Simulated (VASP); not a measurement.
Here is the system:

```xyz
1
Lattice="-1.4435 1.4435 1.4435 1.4435 -1.4435 1.4435 1.4435 1.4435 -1.4435" Properties=species:S:1:pos:R:3 pbc="T T T"
Fe     0.0000     0.0000     0.0000
```
Starting moments (μB, in the order of the record's atoms Fe): 2.2.

Computed with vdW-DF2, VASP's PBE PAW potentials (set 64) (plane waves; VASP). Numerical set-up: 520 eV cut-off, Gaussian smearing of 0.050 eV, potentials Fe.

Problem. Give the spin-up energies of bands 1 to 6 at the high-symmetry points, in eV from the Fermi level.

Solution. 
```
band      Γ      H      N      P
----  -----  -----  -----  -----
1     -7.88  -4.41  -4.49  -2.91
2     -2.11  -4.41  -3.08  -2.91
3     -2.11   0.11  -0.96  -2.91
4     -2.11   0.11  -0.86  -0.83
5     -1.03   0.11   0.36  -0.83
6     -1.03   9.74   0.84   8.51
```

Problem. Give the spin-down energies of bands 1 to 6 at the high-symmetry points, in eV from the Fermi level.

Solution. 
```tsv
band	Γ	H	N	P
1	-7.86	-2.72	-3.39	-1.72
2	-0.45	-2.72	-1.61	-1.72
3	-0.45	2.01	0.78	-1.72
4	-0.45	2.01	1.37	1.81
5	1.54	2.01	1.76	1.81
6	1.54	9.89	2.29	9.15
```

It has no gap at this level: it comes out as a metal or semimetal.

The compound is Fe in the bcc structure. It was relaxed first.
